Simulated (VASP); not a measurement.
Set up this calculation in VASP 6.6.1, as the native input.

| Quantity | Value |
| --- | --- |
| Task | band structure |
| Functional | r2SCAN |
| Potentials or basis | VASP PAW PBE potentials, release 64 (Bi_d) |
| Cutoff | 520 eV |
| k mesh | 12 × 12 × 10 |
| Occupations | methfessel-paxton, width 0.1 eV |
| Spin | no spin polarisation |
| Further INCAR settings | ALGO = Normal; EDIFF = 1e-06; NBANDS = 22 |

The structure of Bi lies in POSCAR:

```
Bi                                      
1.0
    2.2656626712      1.3080809576      3.8879168449
   -2.2656626712      1.3080809576      3.8879168449
    0.0000000000     -2.6161619055      3.8879168449
  Bi            
     2
Direct
     0.2372661059115935    0.2372661059115935    0.2372661059115934
     0.7627338940884066    0.7627338940884066    0.7627338940884066
```

The input as run:

INCAR

```
PREC = Accurate
ENCUT = 520
EDIFF = 1E-6
ISMEAR = 1
SIGMA = 0.1
LREAL = False
LASPH = True
NELM = 80
ALGO = Normal
ISIF = 2
LWAVE = False
LCHARG = False
METAGGA = R2SCAN
LMIXTAU = True
NBANDS = 22
```

KPOINTS

```
regular mesh
0
Gamma
  12 12 10
```

KPOINTS_OPT

```
explicit points
143
Reciprocal
 0.0000000000  0.0000000000  0.0000000000 1
 0.0357142857  0.0000000000  0.0000000000 1
 0.0714285714  0.0000000000  0.0000000000 1
 0.1071428571  0.0000000000  0.0000000000 1
 0.1428571429  0.0000000000  0.0000000000 1
 0.1785714286  0.0000000000  0.0000000000 1
[... 135 lines left out ...]
 0.6298282752  0.6298282752  0.2403434497 1
 0.6298282752  0.3701717248  0.0000000000 1
```

Potentials or basis: VASP PAW PBE potentials, release 64 (Bi_d).

Command:

```sh
$ cat potpaw_PBE.64/Bi_d/POTCAR > POTCAR
$ mpirun -np 1 vasp_std > vasp.out
```

Results of the run:

```json
{"Pressure": "1.2 GPa", "Largest force": "0.186 eV/Å", "Band gap along the path": "none (metal or under the smearing width)"}
```

Caveat: the PAW data sets were made with another functional, which shifts forces and pressure a little; spin-orbit coupling is left out, which moves the levels of the heavy elements.

Wall time 27 min on 1 thread of Intel(R) Xeon(R) Platinum 8488C (Sapphire Rapids), with other jobs on the host, peak memory 0.82 GiB.
